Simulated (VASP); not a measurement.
Data:

```xyz
2
Lattice="2.8800 0.0000 0.0000 0.0000 2.8800 0.0000 0.0000 0.0000 2.8800" Properties=species:S:1:pos:R:3 pbc="T T T"
Cr     0.0000     0.0000     0.0000
Cr     1.4400     1.4400     1.4400
```
Starting moments (μB, in the order of the record's atoms Cr Cr): 1.5 -1.5.

Method: PBE GGA, VASP's PBE PAW potentials (set 64) (plane waves; VASP 6.6.1). Settings: 300 eV cut-off, 9×9×9 Γ-centred mesh, Gaussian smearing of 0.20 eV, potentials Cr_pv.

At this cut-off the stress carries a Pulay error, which pulls relaxed volumes low. Energy and stress use the plane-wave basis of the starting cell.

Problem. The ions, cell shape and volume are relaxed. Which structure does the run end with?

Solution. 
```xyz
2
Lattice="2.8601 0.0000 0.0000 0.0000 2.8601 0.0000 0.0000 0.0000 2.8601" Properties=species:S:1:pos:R:3 pbc="T T T"
Cr     0.0000     0.0000     0.0000
Cr     1.4300     1.4300     1.4300
```
Space group Im-3m (229), at a tolerance of 0.03 Å. The cell ends with 0.00 μB, on the sites 1.04 -1.04 μB.

Problem. How do energy and volume change from the first to the last step?

Solution. The energy (σ→0) changes by -2.7 meV/atom and the volume by -2.1 %, in 3 ionic steps.

The structure is a typed Cr crystal (Im-3m). This run relaxes it. Symmetry was kept, so distortions that lower it aren't found. The run is one of a series of settings (EDIFFG = -0.01, IBRION = 2, ISIF = 3, NSW = 50 against the base run), some of them coarse on purpose.
